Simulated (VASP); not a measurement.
VASP ran on this input.

### KPOINTS
```
Automatic mesh
0
Gamma
7 7 7
0 0 0
```

POSCAR:
```
BAs
1
    0.0000000000     2.3900000000     2.3900000000
    2.3900000000     0.0000000000     2.3900000000
    2.3900000000     2.3900000000     0.0000000000
B As
1 1
Direct
  0.0000000000   0.0000000000   0.0000000000
  0.2500000000   0.2500000000   0.2500000000
```

**INCAR**
```
SYSTEM  =  BAs
PREC  =  Accurate; ENCUT  =  520; LREAL  =  .False.
LASPH  =  .True.
EDIFF  =  1E-6; NELM  =  100; ALGO  =  Normal
LMAXMIX  =  4
ISMEAR  =  0; SIGMA  =  0.05
GGA  =  PE
ISIF  =  2
LWAVE  =  .False.; LCHARG  =  .False.
```

POTCAR, in this order: B As (PBE.64 set). Program: vasp_std.

Question: Translate this PBE calculation to Ansatz.

Answer: One equivalent input (not run):
Ansatz 0.2 input:
```yaml
crystal:
  lattice:
    - [0.0000000, 2.3900000, 2.3900000]
    - [2.3900000, 0.0000000, 2.3900000]
    - [2.3900000, 2.3900000, 0.0000000]
  atoms:
    - { symbol: B, position: [0.0000000, 0.0000000, 0.0000000] }
    - { symbol: As, position: [0.2500000, 0.2500000, 0.2500000] }
kpoints:
  mp_grid: { grid: [7, 7, 7] }
hamiltonian:
  xc: pbe
  pseudopotentials: { kind: paw }
scf:
  occupations: { method: gaussian, width: 0.05 }
  max_iter: 100
output: { forces: true, stress: true, eigenvalues: true }
```
The two are equivalent in intent, not identical: each code has its own PAW files, so the cut-off isn't converted (ENCUT is set for VASP's; basis.ecutwfc is left out, and Ansatz then takes the one that its files recommend); Ansatz stops its SCF on the density residual and VASP on the energy change (EDIFF).

The compound is BAs in the zinc blende structure. The cell was not relaxed at this level.
